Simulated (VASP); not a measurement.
Input for VASP

INCAR:
```
! general
SYSTEM   =  BP
PREC     =  Accurate
ENCUT    =  520
LREAL    =  .False.
LASPH    =  .True.   ! aspherical one-centre terms

! electronic loop
EDIFF    =  1E-6   ! SCF stop (eV)
NELM     =  100
ALGO     =  Normal
LMIXTAU  =  .True.

! smearing
ISMEAR   =  0
SIGMA    =  0.05   ! width (eV)

! functional
METAGGA  =  R2SCAN

! ions
IBRION   =  2
NSW      =  60   ! most ionic steps
ISIF     =  3   ! ions, shape and volume
EDIFFG   =  -0.01   ! ionic stop

! output
LWAVE    =  .False.
LCHARG   =  .False.
```

**KPOINTS**
```
kpoints
0
gamma
 9 9 9
```

File POSCAR:
```
BP
1
    0.0000000000     2.2700000000     2.2700000000
    2.2700000000     0.0000000000     2.2700000000
    2.2700000000     2.2700000000     0.0000000000
B P
1 1
Direct
  0.0000000000   0.0000000000   0.0000000000
  0.2500000000   0.2500000000   0.2500000000
```

POTCAR, in this order: B P (PBE.64 set). Program: vasp_std.

Task: Write an equivalent input for Ansatz.

Result: One equivalent input (not run):
Ansatz 0.2 input:
```yaml
crystal:
  lattice:
    - [0.0000000, 2.2700000, 2.2700000]
    - [2.2700000, 0.0000000, 2.2700000]
    - [2.2700000, 2.2700000, 0.0000000]
  atoms:
    - { symbol: B, position: [0.0000000, 0.0000000, 0.0000000] }
    - { symbol: P, position: [0.2500000, 0.2500000, 0.2500000] }
kpoints:
  mp_grid: { grid: [9, 9, 9] }
hamiltonian:
  xc: r2scan
  pseudopotentials: { kind: paw }
scf:
  occupations: { method: gaussian, width: 0.05 }
  max_iter: 100
relax:
  max_steps: 60
  f_tol: 0.01
  cell: {}
output: { forces: true, stress: true, eigenvalues: true }
```
What does not carry over: each code has its own PAW files, so the cut-off isn't converted (ENCUT is set for VASP's; basis.ecutwfc is left out, and Ansatz then takes the one that its files recommend); Ansatz stops its SCF on the density residual and VASP on the energy change (EDIFF).

The compound is BP in the zinc blende structure. This run relaxes it. Symmetry was kept, so distortions that lower it aren't found.
